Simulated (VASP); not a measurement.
Output of a VASP run:

### OSZICAR
```
       N       E                     dE             d eps       ncg     rms          rms(c)
DAV:   1     0.220945009431E+01    0.22095E+01   -0.42354E+03   992   0.821E+02
DAV:   2    -0.172478700454E+01   -0.39342E+01   -0.39044E+01  1176   0.481E+01
DAV:   3    -0.174491424331E+01   -0.20127E-01   -0.20127E-01  1264   0.398E+00
DAV:   4    -0.174496387794E+01   -0.49635E-04   -0.49635E-04  1408   0.152E-01
DAV:   5    -0.174496388856E+01   -0.10619E-07   -0.10497E-07  1160   0.248E-03    0.841E+00
DAV:   6    -0.175339976826E+01   -0.84359E-02   -0.88151E-04  1288   0.276E-01    0.504E+00
DAV:   7    -0.175845261995E+01   -0.50529E-02   -0.21237E-03  1192   0.430E-01    0.369E-02
DAV:   8    -0.175843236729E+01    0.20253E-04   -0.42568E-05  1080   0.652E-02    0.184E-02
DAV:   9    -0.175843107991E+01    0.12874E-05   -0.71125E-06  1376   0.248E-02    0.303E-03
DAV:  10    -0.175843056375E+01    0.51616E-06   -0.15461E-06   992   0.100E-02    0.360E-03
DAV:  11    -0.175843060129E+01   -0.37538E-07   -0.12660E-07   952   0.303E-03
   1 F= -.17584306E+01 E0= -.17584070E+01  d E =-.473009E-04
```

File OUTCAR:
```
------------------------ aborting loop because EDIFF is reached ----------------------------------------
  FORCE on cell =-STRESS in cart. coord.  units (eV):
  Direction    XX          YY          ZZ          XY          YZ          ZX
  --------------------------------------------------------------------------------------
  Total        0.0859636      0.0859636      0.0561987      0.0000000     -0.0000000      0.0000000
  in kB        3.8167584      3.8167584      2.4952055      0.0000000     -0.0000000      0.0000000
  external PRESSURE =       3.3762408 kB  Pullay stress =       0.0000000 kB
  volume of cell :       36.09
      direct lattice vectors                 reciprocal lattice vectors
     0.000000000  2.614038318  2.640442746    -0.191274931  0.191274931  0.189362182
     2.614038318  0.000000000  2.640442746     0.191274931 -0.191274931  0.189362182
     2.614038318  2.614038318  0.000000000     0.191274931  0.191274931 -0.189362182
 POSITION                                       TOTAL-FORCE (eV/Angst)
 -----------------------------------------------------------------------------------
      0.00000      0.00000      0.00000         0.000000      0.000000      0.000000
 -----------------------------------------------------------------------------------
    total drift:                               -0.000000     -0.000000     -0.000000
  FREE ENERGIE OF THE ION-ELECTRON SYSTEM (eV)
  ---------------------------------------------------
  free  energy   TOTEN  =        -1.7584306013 eV

  energy  without entropy=       -1.7583833004  energy(sigma->0) =       -1.75840695
```
(Selected blocks of OUTCAR.)

### POSCAR
```
Yb
1
    0.0000000000     2.6140383183     2.6404427458
    2.6140383183     0.0000000000     2.6404427458
    2.6140383183     2.6140383183     0.0000000000
Yb
1
Direct
  0.0000000000   0.0000000000   0.0000000000
```

Problem. Reconstruct the remaining input files.

Solution. Several could match; the one computed here: the input of the run itself, PBEsol GGA, plane waves, VASP's PBE PAW potentials (set 64).

### KPOINTS
```
kpoints
0
gamma
 8 8 8
```

INCAR:
```
ALGO  =  Normal
EDIFF  =  1E-7
ENCUT  =  480
GGA  =  PS
ISIF  =  2
ISMEAR  =  0
LASPH  =  T
LCHARG  =  F
LMAXMIX  =  6
LREAL  =  F
LWAVE  =  F
NELM  =  100
PREC  =  Accurate
SIGMA  =  0.05
SYSTEM  =  Yb
```

POTCAR, in this order: Yb_2 (PBE.64 set). Program: vasp_std.

The 4f electrons are frozen in the core of the lanthanide potential, so 4f levels, which can set the real gap, and their magnetism are missing.

The compound is Yb in the fcc structure. This cell was strained or had an atom moved on purpose.
